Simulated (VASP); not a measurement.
## Fe: single point with LDA

Fe:

```
CELL_PARAMETERS angstrom
2.74639 0.00000 0.00000
0.00000 2.74639 0.00000
1.37319 -1.37319 1.37319
ATOMIC_POSITIONS crystal
Fe 0.00000 0.00000 0.00000
```

```
Program                : VASP 6.6.1
Task                   : single point
Functional             : LDA
Potentials or basis    : VASP PAW LDA potentials, release 64 (Fe)
Cutoff                 : 520 eV
k mesh                 : 14 × 14 × 39
Occupations            : methfessel-paxton, width 0.1 eV
Spin                   : collinear spin, ferromagnetic start
Starting moments       : [2.1] μB
Further INCAR settings : ALGO = Normal; EDIFF = 1e-06; NBANDS = 14; AMIX = 0.2; BMIX = 0.0001
```

```yaml
Pressure: 0.4 GPa
Band_gap_on_the_k_mesh: none (metal or under the smearing width)
Net_moment: 1.97 μB per cell
Site_moments: Fe +1.94 μB
Valence_electrons_inside_the_program's_atomic_spheres: Fe 7.49
```

Levels at points of the mesh, in eV from the Fermi level:
Spin up:
```csv
k point,band 1,band 2,band 3,band 4,band 5,band 6,band 7,band 8,band 9,band 10
"(0.00, 0.00, 0.00)",-9.13,-2.51,-2.51,-2.51,-0.96,-0.96,25.71,25.71,25.71,31.49
"(0.50, 0.00, 0.00)",-5.50,-3.79,-0.92,-0.72,0.35,0.63,8.19,18.98,21.50,24.74
```
Spin down:
| k point | band 1 | band 2 | band 3 | band 4 | band 5 | band 6 | band 7 | band 8 |
| --- | --- | --- | --- | --- | --- | --- | --- | --- |
| (0.00, 0.00, 0.00) | -8.75 | -0.92 | -0.92 | -0.92 | 1.16 | 1.16 | 25.90 | 25.90 |
| (0.50, 0.00, 0.00) | -4.37 | -2.34 | 0.74 | 1.07 | 1.45 | 2.48 | 9.42 | 19.29 |

Core levels (eV, on the scale of the bands):
```csv
atom,levels
1 Fe,"1s -6950.8, 2s -802.7, 2p -683.7, 3s -79.2, 3p -45.9"
```

Run time: 5.8 min on 1 thread of Intel(R) Xeon(R) Platinum 8488C (Sapphire Rapids), with other jobs on the host, peak memory 0.55 GiB.
